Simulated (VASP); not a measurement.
Write the native input for VASP 6.6.1 that does the following.

```yaml
Task: relaxation of cell and atoms
Functional: LDA
Potentials_or_basis: VASP PAW LDA potentials, release 64 (Zr_sv, Sb, N)
Cutoff: 600 eV
k_mesh: 6 × 6 × 4
Occupations: gaussian, width 0.1 eV
Spin: no spin polarisation
Dipole_correction: no
Further_INCAR_settings: ALGO = Fast; EDIFF = 1e-06; IBRION = 2; EDIFFG = -0.05; NSW = 100; ISIF = 3
```

The structure of Zr2SbN lies in POSCAR:

```
Zr2SbN
1.0
    3.5441982672      0.0000000000      0.0000000000
    0.0000000000      3.5441982672      0.0000000000
    0.0000000000      0.0000000000      5.0122532571
Zr Sb N
2 1 1
Direct
    0.0000000000      0.0000000000      0.0000000000
    0.5000000000      0.5000000000      0.5000000000
    0.0000000000      0.0000000000      0.5000000000
    0.5000000000      0.5000000000      0.0000000000
```

The cell comes from a database or a generator and needn't be the stable form of this composition.

One way to write it, as run:

INCAR

```
PREC = Accurate
ENCUT = 600
EDIFF = 1E-6
ISMEAR = 0
SIGMA = 0.1
LREAL = False
LASPH = True
NELM = 100
ALGO = Fast
ISIF = 3
LWAVE = False
LCHARG = False
IBRION = 2
NSW = 100
EDIFFG = -0.05
```

KPOINTS

```
regular mesh
0
Gamma
  6 6 4
```

Potentials or basis: VASP PAW LDA potentials, release 64 (Zr_sv, Sb, N).

Command:

```sh
$ cat potpaw_LDA.64/Zr_sv/POTCAR potpaw_LDA.64/Sb/POTCAR potpaw_LDA.64/N/POTCAR > POTCAR
$ mpirun -np 1 vasp_std > vasp.out
```

Results of the run:

```yaml
Relaxed_volume: 18.39 Å³/atom
Relaxed_cell: a = 3.724 Å, b = 3.724 Å, c = 5.304 Å, α = 90.00°, β = 90.00°, γ = 90.00°
Space_group_after_relaxing_to_0.05_Å: P4/mmm (No. 123)
Energy_gained_by_relaxing: 209.8 meV/atom
Ionic_steps: 4
Pressure_after_relaxing: -0.2 GPa
Band_gap_on_the_k_mesh: none (metal or under the smearing width)
```

Caveat: the volume moved by over 15 % at a fixed basis, so the end points are rough.

It took 4 min on 1 thread of Intel(R) Xeon(R) Platinum 8488C (Sapphire Rapids), with other jobs on the host, peak memory 0.2 GiB.
